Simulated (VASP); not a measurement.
OSZICAR of a VASP run on BN (hex):

OSZICAR:
```
...
DAV:   1     0.596020381004E+02    0.59602E+02   -0.83278E+03   576   0.122E+03
DAV:   2    -0.388022586420E+02   -0.98404E+02   -0.87970E+02   844   0.256E+02
DAV:   3    -0.426348580922E+02   -0.38326E+01   -0.38034E+01   716   0.519E+01
DAV:   4    -0.426682706262E+02   -0.33413E-01   -0.33383E-01   720   0.535E+00
DAV:   5    -0.426687684379E+02   -0.49781E-03   -0.49775E-03   748   0.615E-01    0.112E+01
DAV:   6    -0.390763170590E+02    0.35925E+01   -0.89507E+00   652   0.242E+01    0.492E+00
DAV:   7    -0.387026706573E+02    0.37365E+00   -0.55240E-01   716   0.582E+00    0.297E+00
DAV:   8    -0.385825229402E+02    0.12015E+00   -0.34635E-01   688   0.449E+00    0.401E-01
DAV:   9    -0.385788393897E+02    0.36836E-02   -0.13344E-02   716   0.101E+00    0.176E-01
DAV:  10    -0.385788314051E+02    0.79846E-05   -0.54933E-04   716   0.223E-01    0.293E-02
DAV:  11    -0.385788468069E+02   -0.15402E-04   -0.49122E-05   720   0.622E-02    0.179E-02
DAV:  12    -0.385788444577E+02    0.23492E-05   -0.13239E-05   716   0.295E-02    0.171E-03
DAV:  13    -0.385788444434E+02    0.14355E-07   -0.58817E-07   448   0.636E-03
   1 F= -.38578844E+02 E0= -.38578844E+02  d E =-.385788E+02
       N       E                     dE             d eps       ncg     rms          rms(c)
DAV:   1    -0.385799276156E+02   -0.10832E-02   -0.25958E-02   604   0.144E+00    0.123E-01
DAV:   2    -0.385793482530E+02    0.57936E-03   -0.81370E-04   660   0.242E-01    0.555E-02
DAV:   3    -0.385791909565E+02    0.15730E-03   -0.27405E-04   688   0.127E-01    0.193E-02
DAV:   4    -0.385791756155E+02    0.15341E-04   -0.33937E-05   740   0.486E-02    0.558E-03
DAV:   5    -0.385791750303E+02    0.58527E-06   -0.39316E-06   684   0.167E-02
   2 F= -.38579175E+02 E0= -.38579175E+02  d E =-.330587E-03
       N       E                     dE             d eps       ncg     rms          rms(c)
DAV:   1    -0.385819954795E+02   -0.28199E-02   -0.82582E-02   576   0.256E+00    0.219E-01
DAV:   2    -0.385801597001E+02    0.18358E-02   -0.25882E-03   648   0.432E-01    0.989E-02
DAV:   3    -0.385796612392E+02    0.49846E-03   -0.86673E-04   704   0.226E-01    0.344E-02
DAV:   4    -0.385796126477E+02    0.48591E-04   -0.10723E-04   728   0.863E-02    0.993E-03
DAV:   5    -0.385796108335E+02    0.18142E-05   -0.12215E-05   688   0.294E-02    0.613E-03
DAV:   6    -0.385796103835E+02    0.44998E-06   -0.13421E-06   396   0.108E-02
   3 F= -.38579610E+02 E0= -.38579610E+02  d E =-.765940E-03
       N       E                     dE             d eps       ncg     rms          rms(c)
DAV:   1    -0.385894762926E+02   -0.98655E-02   -0.33325E-01   576   0.516E+00    0.441E-01
DAV:   2    -0.385820881056E+02    0.73882E-02   -0.10523E-02   640   0.870E-01    0.199E-01
DAV:   3    -0.385800944141E+02    0.19937E-02   -0.34310E-03   696   0.451E-01    0.693E-02
DAV:   4    -0.385798969144E+02    0.19750E-03   -0.42835E-04   712   0.172E-01    0.197E-02
DAV:   5    -0.385798901301E+02    0.67844E-05   -0.45602E-05   696   0.570E-02    0.121E-02
DAV:   6    -0.385798884452E+02    0.16849E-05   -0.54805E-06   676   0.210E-02    0.153E-03
DAV:   7    -0.385798884675E+02   -0.22282E-07   -0.17715E-07   352   0.376E-03
   4 F= -.38579888E+02 E0= -.38579888E+02  d E =-.104402E-02
       N       E                     dE             d eps       ncg     rms          rms(c)
DAV:   1    -0.385799596917E+02   -0.71247E-04   -0.63254E-04   588   0.229E-01    0.226E-02
DAV:   2    -0.385799422171E+02    0.17475E-04   -0.29762E-05   636   0.469E-02    0.868E-03
DAV:   3    -0.385799388757E+02    0.33414E-05   -0.60670E-06   692   0.192E-02    0.316E-03
DAV:   4    -0.385799383710E+02    0.50467E-06   -0.83518E-07   404   0.801E-03
   5 F= -.38579938E+02 E0= -.38579938E+02  d E =-.499036E-04
       N       E                     dE             d eps       ncg     rms          rms(c)
DAV:   1    -0.385802722165E+02   -0.33334E-03   -0.56498E-03   580   0.686E-01    0.670E-02
DAV:   2    -0.385801175624E+02    0.15465E-03   -0.26158E-04   632   0.139E-01    0.258E-02
DAV:   3    -0.385800876139E+02    0.29948E-04   -0.53987E-05   688   0.572E-02    0.948E-03
DAV:   4    -0.385800832063E+02    0.44076E-05   -0.82849E-06   720   0.239E-02    0.295E-03
DAV:   5    -0.385800830196E+02    0.18675E-06   -0.79363E-07   340   0.779E-03
   6 F= -.38580083E+02 E0= -.38580083E+02  d E =-.194552E-03
       N       E                     dE             d eps       ncg     rms          rms(c)
DAV:   1    -0.385811041651E+02   -0.10210E-02   -0.22730E-02   580   0.138E+00    0.134E-01
DAV:   2    -0.385804878534E+02    0.61631E-03   -0.10440E-03   632   0.278E-01    0.517E-02
DAV:   3    -0.385803678844E+02    0.11997E-03   -0.21694E-04   684   0.115E-01    0.189E-02
DAV:   4    -0.385803504435E+02    0.17441E-04   -0.32804E-05   724   0.476E-02    0.585E-03
DAV:   5    -0.385803497263E+02    0.71721E-06   -0.34687E-06   656   0.155E-02
   7 F= -.38580350E+02 E0= -.38580350E+02  d E =-.461259E-03
       N       E                     dE             d eps       ncg     rms          rms(c)
DAV:   1    -0.385838230622E+02   -0.34726E-02   -0.91512E-02   580   0.276E+00    0.269E-01
DAV:   2    -0.385813440173E+02    0.24790E-02   -0.42210E-03   632   0.559E-01    0.104E-01
DAV:   3    -0.385808635806E+02    0.48044E-03   -0.86860E-04   688   0.230E-01    0.379E-02
DAV:   4    -0.385807936108E+02    0.69970E-04   -0.13109E-04   716   0.951E-02    0.117E-02
DAV:   5    -0.385807907620E+02    0.28488E-05   -0.13668E-05   672   0.307E-02    0.695E-03
DAV:   6    -0.385807903350E+02    0.42695E-06   -0.10758E-06   384   0.999E-03
   8 F= -.38580790E+02 E0= -.38580790E+02  d E =-.901868E-03
       N       E                     dE             d eps       ncg     rms          rms(c)
DAV:   1    -0.385935244321E+02   -0.12734E-01   -0.37063E-01   580   0.557E+00    0.542E-01
DAV:   2    -0.385835132346E+02    0.10011E-01   -0.17161E-02   632   0.113E+00    0.209E-01
DAV:   3    -0.385815792904E+02    0.19339E-02   -0.34995E-03   688   0.462E-01    0.763E-02
DAV:   4    -0.385812981332E+02    0.28116E-03   -0.52361E-04   716   0.190E-01    0.236E-02
DAV:   5    -0.385812868959E+02    0.11237E-04   -0.53370E-05   672   0.609E-02    0.139E-02
DAV:   6    -0.385812852602E+02    0.16356E-05   -0.45462E-06   680   0.197E-02    0.231E-03
DAV:   7    -0.385812852430E+02    0.17183E-07   -0.27604E-07   316   0.443E-03
   9 F= -.38581285E+02 E0= -.38581285E+02  d E =-.139678E-02
       N       E                     dE             d eps       ncg     rms          rms(c)
DAV:   1    -0.385839902778E+02   -0.27050E-02   -0.80429E-02   580   0.259E+00    0.252E-01
DAV:   2    -0.385818165962E+02    0.21737E-02   -0.37052E-03   632   0.525E-01    0.977E-02
DAV:   3    -0.385813949359E+02    0.42166E-03   -0.76328E-04   688   0.216E-01    0.355E-02
DAV:   4    -0.385813340221E+02    0.60914E-04   -0.11373E-04   720   0.889E-02    0.110E-02
DAV:   5    -0.385813315583E+02    0.24637E-05   -0.11728E-05   672   0.285E-02    0.646E-03
DAV:   6    -0.385813311911E+02    0.36722E-06   -0.90933E-07   364   0.921E-03
  10 F= -.38581331E+02 E0= -.38581331E+02  d E =-.144272E-02
       N       E                     dE             d eps       ncg     rms          rms(c)
DAV:   1    -0.385814435687E+02   -0.11201E-03   -0.33715E-03   580   0.531E-01    0.517E-02
DAV:   2    -0.385813520981E+02    0.91471E-04   -0.15450E-04   632   0.107E-01    0.201E-02
DAV:   3    -0.385813342530E+02    0.17845E-04   -0.32155E-05   688   0.444E-02    0.726E-03
DAV:   4    -0.385813316815E+02    0.25714E-05   -0.47858E-06   700   0.182E-02    0.222E-03
DAV:   5    -0.385813315713E+02    0.11027E-06   -0.44395E-07   292   0.584E-03
  11 F= -.38581332E+02 E0= -.38581332E+02  d E =-.144310E-02
       N       E                     dE             d eps       ncg     rms          rms(c)
DAV:   1    -0.385813582933E+02   -0.26612E-04   -0.78355E-04   580   0.256E-01    0.252E-02
DAV:   2    -0.385813367638E+02    0.21530E-04   -0.36847E-05   632   0.524E-02    0.968E-03
DAV:   3    -0.385813326590E+02    0.41048E-05   -0.74090E-06   688   0.213E-02    0.352E-03
DAV:   4    -0.385813320415E+02    0.61754E-06   -0.10093E-06   380   0.883E-03
  12 F= -.38581332E+02 E0= -.38581332E+02  d E =-.144357E-02
       N       E                     dE             d eps       ncg     rms          rms(c)
DAV:   1    -0.385815451405E+02   -0.21248E-03   -0.55288E-03   576   0.663E-01    0.527E-02
DAV:   2    -0.385814361834E+02    0.10896E-03   -0.14079E-04   672   0.101E-01    0.258E-02
DAV:   3    -0.385814014749E+02    0.34709E-04   -0.61935E-05   700   0.605E-02    0.814E-03
DAV:   4    -0.385813991657E+02    0.23093E-05   -0.58118E-06   700   0.204E-02    0.230E-03
DAV:   5    -0.385813990614E+02    0.10425E-06   -0.69490E-07   312   0.735E-03
  13 F= -.38581399E+02 E0= -.38581399E+02  d E =-.670199E-04
       N       E                     dE             d eps       ncg     rms          rms(c)
DAV:   1    -0.385818629603E+02   -0.46379E-03   -0.15751E-02   576   0.112E+00    0.888E-02
DAV:   2    -0.385815513690E+02    0.31159E-03   -0.39926E-04   684   0.170E-01    0.436E-02
DAV:   3    -0.385814517129E+02    0.99656E-04   -0.17811E-04   700   0.103E-01    0.138E-02
DAV:   4    -0.385814451414E+02    0.65714E-05   -0.16742E-05   704   0.346E-02    0.394E-03
DAV:   5    -0.385814448456E+02    0.29585E-06   -0.20983E-06   448   0.126E-02
  14 F= -.38581445E+02 E0= -.38581445E+02  d E =-.112804E-03
```

### Question
Which electronic solver shows in the log?

### Answer
It is blocked Davidson (ALGO = Normal, or the opening steps of other solvers). The INCAR had ALGO = Normal.

### Question
Can the final energy be trusted as converged?

### Answer
Self-consistency was reached. It stopped with EDIFF = 1E-6, NELM = 100, NSW = 60 and EDIFFG = -0.02 after 14 ionic steps (LDA (Ceperley-Alder, Perdew-Zunger), plane waves, VASP's LDA PAW potentials (set 64)). Energy and stress use the plane-wave basis of the starting cell.

The compound is BN in the hex structure. This run relaxes it. Symmetry was kept, so distortions that lower it aren't found. The start is the result of an earlier pass.
